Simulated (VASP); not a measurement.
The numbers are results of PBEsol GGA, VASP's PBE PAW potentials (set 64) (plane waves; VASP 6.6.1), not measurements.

The input files of a VASP run:

File POSCAR:
```
Zr
1
    1.5659019698    -2.7122217203     0.0000000000
    1.5659019698     2.7122217203     0.0000000000
   -0.0000000000    -0.0000000000     5.0498799665
Zr
2
Direct
  0.3333330000   0.6666670000   0.2500000000
  0.6666670000   0.3333330000   0.7500000000
```

**INCAR**
```
! general
SYSTEM  = Zr
PREC    = Accurate
ENCUT   = 500
LREAL   = .False.
LASPH   = .True.

! electronic loop
EDIFF   = 1E-6
NELM    = 100
ALGO    = Normal
LMAXMIX = 4

! smearing
ISMEAR  = 1
SIGMA   = 0.1

! functional
GGA     = PS

! ions
IBRION  = 2
NSW     = 40
ISIF    = 3
EDIFFG  = -0.02
PSTRESS = 50

! output
LWAVE   = .False.
LCHARG  = .False.
```

File KPOINTS:
```
Automatic
0
gamma
  13 13 7
```

POTCAR, in this order: Zr_sv (PBE.64 set). Program: vasp_std.

**Question.** What will the output report for the number of irreducible k-points (NKPTS), largest plane-wave count, number of space-group operations, FFT grid (NGX, NGY, NGZ)?

**Answer.** 
The number of irreducible k-points (NKPTS) comes out as 84. The largest plane-wave count is 1104 and the number of space-group operations is 24. The FFT grid (NGX, NGY, NGZ) is 24 × 24 × 40.

The compound is Zr in the hcp structure. It was relaxed first under an external pressure of 5 GPa.
